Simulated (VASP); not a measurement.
# GW on CaO (Lime), part 4 of 5

Aim: the quasiparticle gap of CaO (Lime), and what it costs to get it. The cell is of the rock-salt type, one of the forms listed for this formula. The start is a cell from a database of measured crystal structures.

VASP 6.6.1, plane waves and PAW; the level of theory is named at each step.

So far, quasiparticle gap on the mesh (eV): step 4 (evGW0, evGW0 on PBE) 6.45; step 5 (evGW, evGW on PBE) 7.27. Also gap on the k-mesh (eV): step 3 (empty bands, functional PBE) 3.65.

### 6. QPGW0

This step: QPGW0 on PBE; plane waves and PAW (Ca_sv_GW, O_GW) (VASP 6.6.1).

Here the orbitals are updated too, by diagonalising a Hermitian self-energy in the bands up to NBANDSGW.

Contents of INCAR:

```
SYSTEM = CaO
PREC = Accurate
ENCUT = 440
ISMEAR = 0
SIGMA = 0.01
LREAL = .FALSE.
GGA = PE
NBANDS = 184
ALGO = QPGW0
NELMGW = 4
ENCUTGW = 200
NOMEGA = 64
PRECFOCK = Fast
NBANDSGW = 24
LWAVE = .FALSE.
LCHARG = .FALSE.
```

Contents of POSCAR:

```
CaO
1.0
    0.0000000000      2.4065000000      2.4065000000
    2.4065000000      0.0000000000      2.4065000000
    2.4065000000      2.4065000000      0.0000000000
Ca O
1 1
Direct
    0.0000000000      0.0000000000      0.0000000000
    0.5000000000      0.5000000000      0.5000000000
```

Contents of KPOINTS:

```
Automatic mesh
0
Gamma
4 4 4
0 0 0
```

The projector-augmented-wave data sets are Ca_sv_GW and O_GW (PBE family, release 64).

On the command line:

```
> mpirun -np 8 vasp_std
```

The program printed:

```text
[banner, memory and clock lines left out]
running    8 mpi-ranks, on    1 nodes
 distrk:  each k-point on    8 cores,    1 groups
 distr:  one band on    1 cores,    8 groups

 POSCAR found type information on POSCAR CaO
 POSCAR found :  2 types and       2 ions
 [... a notice as in an earlier step ...]

 [... a notice as in an earlier step ...]

 LDA part: xc-table for (Slater+PW92), standard interpolation
 found WAVECAR, reading the header
 POSCAR, INCAR and KPOINTS ok, starting setup
 FFT: planning ... GRIDC
 FFT: planning ... GRID_SOFT
 FFT: planning ... GRID
 reading WAVECAR
 the WAVECAR file was read successfully
 initial charge from wavefunction
 available memory per node:    140.74 GB, setting MAXMEM to    144118

 The Fermi energy was updated, please check that it is located mid-gap
 values below the HOMO (VB) or above the LUMO (CB) will cause erroneous energies
 E-fermi :   6.4197

 calculate exact exchange contribution
 the WAVEDER file was read successfully
energies w=
    0.000    0.000    0.980    0.000    1.957    0.000    2.930    0.000
    3.897    0.000    4.856    0.000    5.805    0.000    6.743    0.000
    7.669    0.000    8.583    0.000    9.485    0.000   10.374    0.000
   11.251    0.000   12.116    0.000   12.971    0.000   13.815    0.000
   14.651    0.000   15.479    0.000   16.300    0.000   17.117    0.000
   17.931    0.000   18.743    0.000   19.555    0.000   20.370    0.000
   21.188    0.000   22.013    0.000   22.846    0.000   23.690    0.000
   24.547    0.000   25.420    0.000   26.312    0.000   27.226    0.000
   28.166    0.000   29.135    0.000   30.139    0.000   31.181    0.000
   32.267    0.000   33.404    0.000   34.598    0.000   35.858    0.000
   37.192    0.000   38.611    0.000   40.130    0.000   41.760    0.000
   43.522    0.000   45.435    0.000   47.524    0.000   49.822    0.000
   52.365    0.000   55.201    0.000   58.389    0.000   62.004    0.000
   66.145    0.000   70.940    0.000   76.563    0.000   83.252    0.000
   91.343    0.000  101.330    0.000  113.963    0.000  130.438    0.000
  152.801    0.000  184.843    0.000  234.487    0.000  321.521    0.000
 responsefunction array rank=     192
 LDA part: xc-table for (Slater+PW92), standard interpolation

 min. memory requirement per mpi rank    162.7 MB, per node   1301.5 MB

 allocating   8 responsefunctions rank=   192
 shmem allocating  64 responsefunctions rank=   192
 response function shared by NCSHMEM nodes    1
 Doing            8  frequencies on each core in blocks of           64
NQ=   1    0.0000    0.0000    0.0000,
|.........|.........|.........|.........|.........|.........|.........|.........
 performed        250000 updates of chi_q(r,r)
 total number of BLAS operations         57.32 Gflops
NQ=   2    0.2500    0.0000    0.0000,
|.........|.........|.........|.........|.........|.........|.........|.........
 performed        818000 updates of chi_q(r,r)
 total number of BLAS operations        199.89 Gflops
NQ=   3    0.5000    0.0000    0.0000,
|.........|.........|.........|.........|.........|.........|.........|.........
 performed       1227000 updates of chi_q(r,r)
 total number of BLAS operations        306.13 Gflops
NQ=   4    0.2500    0.2500    0.0000,
|.........|.........|.........|.........|.........|.........|.........|.........
 performed       1734000 updates of chi_q(r,r)
 total number of BLAS operations        434.64 Gflops
NQ=   5    0.5000    0.2500    0.0000,
|.........|.........|.........|.........|.........|.........|.........|.........
 performed       2444000 updates of chi_q(r,r)
 total number of BLAS operations        626.98 Gflops
NQ=   6   -0.2500    0.2500    0.0000,
|.........|.........|.........|.........|.........|.........|.........|.........
 performed       3065000 updates of chi_q(r,r)
 total number of BLAS operations        788.16 Gflops
NQ=   7    0.5000    0.5000    0.0000,
|.........|.........|.........|.........|.........|.........|.........|.........
 performed       3439000 updates of chi_q(r,r)
 total number of BLAS operations        896.32 Gflops
NQ=   8   -0.2500    0.5000    0.2500,
|.........|.........|.........|.........|.........|.........|.........|.........
 performed       3954000 updates of chi_q(r,r)
 total number of BLAS operations       1024.15 Gflops
 resolving degeneracies of screened two electron integrals

 calculate QP shifts <psi_nk| G(iteration)W_0 |psi_nk>: iteration 1

 QP shifts <psi_nk| G(iteration)W_0 |psi_nk>: iteration 1
 NQ=           1  operations          48
 NQ=           2  operations           6
 NQ=           3  operations          12
 NQ=           4  operations           8
 NQ=           5  operations           2
 NQ=           6  operations           4
 NQ=           7  operations          16
 NQ=           8  operations           8
 allocating   8 responsefunctions rank=   192
 shmem allocating  64 responsefunctions rank=   192
 response function shared by NCSHMEM nodes    1
 Doing            8  frequencies on each core in blocks of           64
NQ=   1    0.0000    0.0000    0.0000,
|.........|.........|.........|.........|.........|.........|.........|.........
 performed        250000 updates of chi_q(r,r)
 total number of BLAS operations         57.32 Gflops
NQ=   2    0.2500    0.0000    0.0000,
|.........|.........|.........|.........|.........|.........|.........|.........
 performed        818000 updates of chi_q(r,r)
 total number of BLAS operations        199.89 Gflops
NQ=   3    0.5000    0.0000    0.0000,
|.........|.........|.........|.........|.........|.........|.........|.........
 performed       1227000 updates of chi_q(r,r)
 total number of BLAS operations        306.13 Gflops
NQ=   4    0.2500    0.2500    0.0000,
|.........|.........|.........|.........|.........|.........|.........|.........
 performed       1734000 updates of chi_q(r,r)
 total number of BLAS operations        434.64 Gflops
NQ=   5    0.5000    0.2500    0.0000,
|.........|.........|.........|.........|.........|.........|.........|.........
 performed       2444000 updates of chi_q(r,r)
 total number of BLAS operations        626.98 Gflops
NQ=   6   -0.2500    0.2500    0.0000,
|.........|.........|.........|.........|.........|.........|.........|.........
 performed       3065000 updates of chi_q(r,r)
 total number of BLAS operations        788.16 Gflops
NQ=   7    0.5000    0.5000    0.0000,
|.........|.........|.........|.........|.........|.........|.........|.........
 performed       3439000 updates of chi_q(r,r)
 total number of BLAS operations        896.32 Gflops
NQ=   8   -0.2500    0.5000    0.2500,
|.........|.........|.........|.........|.........|.........|.........|.........
 performed       3954000 updates of chi_q(r,r)
 total number of BLAS operations       1024.15 Gflops
 resolving degeneracies of screened two electron integrals

 QP shifts <psi_nk| G(iteration)W_0 |psi_nk>: iteration 2
 NQ=           1  operations          48
 NQ=           2  operations           6
 NQ=           3  operations          12
 NQ=           4  operations           8
 NQ=           5  operations           2
 NQ=           6  operations           4
 NQ=           7  operations          16
 NQ=           8  operations           8
 allocating   8 responsefunctions rank=   192
 shmem allocating  64 responsefunctions rank=   192
 response function shared by NCSHMEM nodes    1
 Doing            8  frequencies on each core in blocks of           64
NQ=   1    0.0000    0.0000    0.0000,
|.........|.........|.........|.........|.........|.........|.........|.........
 performed        250000 updates of chi_q(r,r)
 total number of BLAS operations         57.32 Gflops
NQ=   2    0.2500    0.0000    0.0000,
|.........|.........|.........|.........|.........|.........|.........|.........
 performed        818000 updates of chi_q(r,r)
 total number of BLAS operations        199.89 Gflops
NQ=   3    0.5000    0.0000    0.0000,
|.........|.........|.........|.........|.........|.........|.........|.........
 performed       1227000 updates of chi_q(r,r)
 total number of BLAS operations        306.13 Gflops
NQ=   4    0.2500    0.2500    0.0000,
|.........|.........|.........|.........|.........|.........|.........|.........
 performed       1734000 updates of chi_q(r,r)
 total number of BLAS operations        434.64 Gflops
NQ=   5    0.5000    0.2500    0.0000,
|.........|.........|.........|.........|.........|.........|.........|.........
 performed       2444000 updates of chi_q(r,r)
 total number of BLAS operations        626.98 Gflops
NQ=   6   -0.2500    0.2500    0.0000,
|.........|.........|.........|.........|.........|.........|.........|.........
 performed       3065000 updates of chi_q(r,r)
 total number of BLAS operations        788.16 Gflops
NQ=   7    0.5000    0.5000    0.0000,
|.........|.........|.........|.........|.........|.........|.........|.........
 performed       3439000 updates of chi_q(r,r)
 total number of BLAS operations        896.32 Gflops
NQ=   8   -0.2500    0.5000    0.2500,
|.........|.........|.........|.........|.........|.........|.........|.........
 performed       3954000 updates of chi_q(r,r)
 total number of BLAS operations       1024.15 Gflops
 resolving degeneracies of screened two electron integrals

 QP shifts <psi_nk| G(iteration)W_0 |psi_nk>: iteration 3
 NQ=           1  operations          48
 NQ=           2  operations           6
 NQ=           3  operations          12
 NQ=           4  operations           8
 NQ=           5  operations           2
 NQ=           6  operations           4
 NQ=           7  operations          16
 NQ=           8  operations           8
 allocating   8 responsefunctions rank=   192
 shmem allocating  64 responsefunctions rank=   192
 response function shared by NCSHMEM nodes    1
 Doing            8  frequencies on each core in blocks of           64
NQ=   1    0.0000    0.0000    0.0000,
|.........|.........|.........|.........|.........|.........|.........|.........
 performed        250000 updates of chi_q(r,r)
 total number of BLAS operations         57.32 Gflops
NQ=   2    0.2500    0.0000    0.0000,
|.........|.........|.........|.........|.........|.........|.........|.........
 performed        818000 updates of chi_q(r,r)
 total number of BLAS operations        199.89 Gflops
NQ=   3    0.5000    0.0000    0.0000,
|.........|.........|.........|.........|.........|.........|.........|.........
 performed       1227000 updates of chi_q(r,r)
 total number of BLAS operations        306.13 Gflops
NQ=   4    0.2500    0.2500    0.0000,
|.........|.........|.........|.........|.........|.........|.........|.........
 performed       1734000 updates of chi_q(r,r)
 total number of BLAS operations        434.64 Gflops
NQ=   5    0.5000    0.2500    0.0000,
|.........|.........|.........|.........|.........|.........|.........|.........
 performed       2444000 updates of chi_q(r,r)
 total number of BLAS operations        626.98 Gflops
NQ=   6   -0.2500    0.2500    0.0000,
|.........|.........|.........|.........|.........|.........|.........|.........
 performed       3065000 updates of chi_q(r,r)
 total number of BLAS operations        788.16 Gflops
NQ=   7    0.5000    0.5000    0.0000,
|.........|.........|.........|.........|.........|.........|.........|.........
 performed       3439000 updates of chi_q(r,r)
 total number of BLAS operations        896.32 Gflops
NQ=   8   -0.2500    0.5000    0.2500,
|.........|.........|.........|.........|.........|.........|.........|.........
 performed       3954000 updates of chi_q(r,r)
 total number of BLAS operations       1024.15 Gflops
 resolving degeneracies of screened two electron integrals

 QP shifts <psi_nk| G(iteration)W_0 |psi_nk>: iteration 4
 NQ=           1  operations          48
 NQ=           2  operations           6
 NQ=           3  operations          12
 NQ=           4  operations           8
 NQ=           5  operations           2
 NQ=           6  operations           4
 NQ=           7  operations          16
 NQ=           8  operations           8
 entering main loop
```

Elapsed: 1.9 min, on 8 MPI ranks of Intel Xeon Platinum 8559C (Emerald Rapids), shared host; peak memory 2 GiB.

From OUTCAR (step 6):

```text
   NELECT =      16.0000    total number of electrons

 E-fermi :   6.4197

 QP shifts <psi_nk| G(iteration)W_0 |psi_nk>: iteration 1
 k-point   1 :       0.0000    0.0000    0.0000
  band No. DFT-energies  QP-energies  QP-e(diag)   sigma(DFT)    Z            occupation
    ...
      5     -10.9170     -12.7786     -12.7465     -13.7320       0.6499       2.0000
      6       4.5962       3.5632       3.5615       3.2093       0.7461       2.0000
      7       4.5962       3.5632       3.5615       3.2093       0.7461       2.0000
      8       4.5962       3.5632       3.5615       3.2093       0.7461       2.0000
      9       9.2893       9.9021       9.8942      10.0292       0.8175       0.0000
     10      10.8145      12.3963      12.6847      13.1569       0.7984       0.0000
     11      10.8145      12.3963      12.6847      13.1569       0.7984       0.0000
     12      10.8145      12.3963      12.6847      13.1569       0.7984       0.0000
    ...

     24      32.5310      32.5310      32.5310      32.5310       1.0000       0.0000

 k-point   2 :       0.2500    0.0000    0.0000
  band No. DFT-energies  QP-energies  QP-e(diag)   sigma(DFT)    Z            occupation
    ...
      5     -10.2655     -12.2231     -12.1826     -13.1435       0.6661       2.0000
      6       3.0737       1.8340       1.8645       1.4417       0.7409       2.0000
      7       3.9443       2.8356       2.8875       2.5234       0.7437       2.0000
      8       3.9443       2.8356       2.8875       2.5234       0.7437       2.0000
      9      10.8366      11.9734      12.4159      12.8147       0.7984       0.0000
     10      11.4207      12.4864      12.2757      12.4973       0.7942       0.0000
     11      11.7621      13.6734      13.8140      14.3684       0.7873       0.0000
     12      11.7621      13.6734      13.8140      14.3684       0.7873       0.0000
    ...

     24      36.2135      36.2135      36.2135      36.2135       1.0000       0.0000

 QP shifts <psi_nk| G(iteration)W_0 |psi_nk>: iteration 2
 k-point   1 :       0.0000    0.0000    0.0000
  band No. DFT-energies  QP-energies  QP-e(diag)   sigma(DFT)    Z            occupation
    ...
      5     -12.7786     -13.4631     -13.4570     -13.8325       0.6437       2.0000
      6       3.5632       3.1479       3.1463       3.0083       0.7513       2.0000
      7       3.5632       3.1479       3.1463       3.0083       0.7513       2.0000
      8       3.5632       3.1479       3.1463       3.0083       0.7513       2.0000
      9       9.9021       9.9165       9.9043       9.9048       0.8214       0.0000
     10      12.3963      12.7367      12.7555      12.8400       0.8096       0.0000
     11      12.3963      12.7367      12.7555      12.8400       0.8096       0.0000
     12      12.3963      12.7367      12.7555      12.8400       0.8096       0.0000
    ...

 QP shifts <psi_nk| G(iteration)W_0 |psi_nk>: iteration 3
 k-point   1 :       0.0000    0.0000    0.0000
  band No. DFT-energies  QP-energies  QP-e(diag)   sigma(DFT)    Z            occupation
    ...
      5     -13.4631     -13.8002     -13.7969     -13.9813       0.6440       2.0000
      6       3.1479       2.8909       2.8889       2.8029       0.7506       2.0000
      7       3.1479       2.8909       2.8889       2.8029       0.7506       2.0000
      8       3.1479       2.8909       2.8889       2.8029       0.7506       2.0000
      9       9.9165       9.8944       9.8807       9.8729       0.8213       0.0000
     10      12.7367      12.7935      12.7967      12.8116       0.8014       0.0000
     11      12.7367      12.7935      12.7967      12.8116       0.8014       0.0000
     12      12.7367      12.7935      12.7967      12.8116       0.8014       0.0000
    ...

 QP shifts <psi_nk| G(iteration)W_0 |psi_nk>: iteration 4
 k-point   1 :       0.0000    0.0000    0.0000
  band No. DFT-energies  QP-energies  QP-e(diag)   sigma(DFT)    Z            occupation
    ...
      5     -13.8002     -13.9264     -13.9225     -13.9896       0.6456       2.0000
      6       2.8909       2.8034       2.8014       2.7708       0.7454       2.0000
      7       2.8909       2.8034       2.8014       2.7708       0.7454       2.0000
      8       2.8909       2.8034       2.8014       2.7708       0.7454       2.0000
      9       9.8944       9.9035       9.8908       9.8900       0.8223       0.0000
     10      12.7935      12.7907      12.7929      12.7928       0.8012       0.0000
     11      12.7935      12.7907      12.7929      12.7928       0.8012       0.0000
     12      12.7935      12.7907      12.7929      12.7928       0.8012       0.0000
    ...

[... 16 parts as in an earlier step ...]

[... 29 further parts left out ...]
```

Numbers from this step:

```yaml
quasiparticle_gap_on_the_mesh: 6.661 eV
smallest_direct_quasiparticle_gap_on_the_mesh: 7.100 eV
```

QP gap by iteration, by row:

| iteration | gap (eV) | direct gap (eV) |
| --- | --- | --- |
| 1 | 5.857 | 6.339 |
| 2 | 6.238 | 6.733 |
| 3 | 6.549 | 7.003 |
| 4 | 6.661 | 7.1 |

GW takes the gap from 3.647 to 6.661 eV. That is +213 meV against evGW0 on PBE. The last pass still moved it by +112 meV. The value holds for 184 bands, ENCUTGW = 200 eV and this mesh, and isn't shown to be converged in them.

### 7. Orbitals for another starting point

This step: PBE; plane waves and PAW (Ca_sv_GW, O_GW) (VASP 6.6.1).

A hybrid converges faster from good orbitals, so a cheap PBE run writes WAVECAR first.

Contents of INCAR:

```
SYSTEM = CaO
PREC = Accurate
ENCUT = 440
EDIFF = 1E-05
NELM = 100
ISMEAR = 0
SIGMA = 0.01
LREAL = .FALSE.
ALGO = Normal
GGA = PE
NBANDS = 14
LORBIT = 11
LWAVE = .TRUE.
LCHARG = .FALSE.
KPAR = 8
```

POSCAR is that of step 6.

KPOINTS is that of step 6.

On the command line:

```
> mpirun -np 8 vasp_std
```

The program printed:

```text
[banner, memory and clock lines left out]
running    8 mpi-ranks, on    1 nodes
 distrk:  each k-point on    1 cores,    8 groups
 distr:  one band on    1 cores,    1 groups

 POSCAR found type information on POSCAR CaO
 POSCAR found :  2 types and       2 ions
 [... a notice as in an earlier step ...]

 LDA part: xc-table for (Slater+PW92), standard interpolation
 POSCAR, INCAR and KPOINTS ok, starting setup
 FFT: planning ... GRIDC
 FFT: planning ... GRID_SOFT
 FFT: planning ... GRID
 WAVECAR not read
 entering main loop
       N       E                     dE             d eps       ncg     rms          rms(c)
[... 11 cycles as in an earlier step ...]
DAV:  12    -0.177680603432E+02   -0.21839E-04   -0.53539E-05   286   0.929E-02    0.255E-02
DAV:  13    -0.177680598715E+02    0.47169E-06   -0.29516E-06   118   0.390E-02
   1 F= -.17768060E+02 E0= -.17768060E+02  d E =-.895952E-39
 writing wavefunctions
```

Wall time 1.6 s (8 MPI ranks); peak memory 1 GiB.

OUTCAR, selected parts (step 7):

```text
   NELECT =      16.0000    total number of electrons

 E-fermi :   4.6867

 k-point     1 :       0.0000    0.0000    0.0000
  band No.  band energies     occupation
    ...
      4     -13.8338      2.00000
      5     -10.9170      2.00000
      6       4.5963      2.00000
      7       4.5963      2.00000
      8       4.5963      2.00000
      9       9.2890      0.00000
     10      10.8139      0.00000
     11      10.8139      0.00000
     12      10.8139      0.00000
     13      12.3068      0.00000
    ...

  Total       -0.2847426     -0.2847426     -0.2847426     -0.0000000     -0.0000000      0.0000000
  in kB      -16.3672377    -16.3672377    -16.3672377     -0.0000000     -0.0000000      0.0000000
  external PRESSURE =     -16.3672377 kB  Pullay stress =       0.0000000 kB

 POSITION                                       TOTAL-FORCE (eV/Angst)
 -----------------------------------------------------------------------------------
      0.00000      0.00000      0.00000         0.000000     -0.000000     -0.000000
      2.40650      2.40650      2.40650        -0.000000      0.000000      0.000000
 -----------------------------------------------------------------------------------
    total drift:                                0.000000     -0.000000     -0.000000

  FREE ENERGIE OF THE ION-ELECTRON SYSTEM (eV)
  ---------------------------------------------------
  free  energy   TOTEN  =       -17.7680598715 eV

  energy  without entropy=      -17.7680598715  energy(sigma->0) =      -17.76805987

[... 9 parts as in an earlier step ...]

[... 8 further parts left out ...]
```

Numbers from this step:

```
pressure          : -1.637 GPa
gap on the k-mesh : 3.646 eV
```

The run ends at a pressure of -1.64 GPa.

(Continued in part 5 of 5.)

[Lines on the potential files, build, host, timing and source positions are cut from VASP's logs without a mark.]

[Logs are printed without paths, hosts, clocks, repeated set-up lines and the standing remarks that a program may print on its own settings, such as how far it seeks lower states.]

[Hosts, paths, dates, database ids (printed as entryN), source tags and the programs' standing remarks are cut or masked in the printed files.]

[Pressures printed for these runs are not shown converged in the cutoff: they can be off by several GPa and have the wrong sign.]
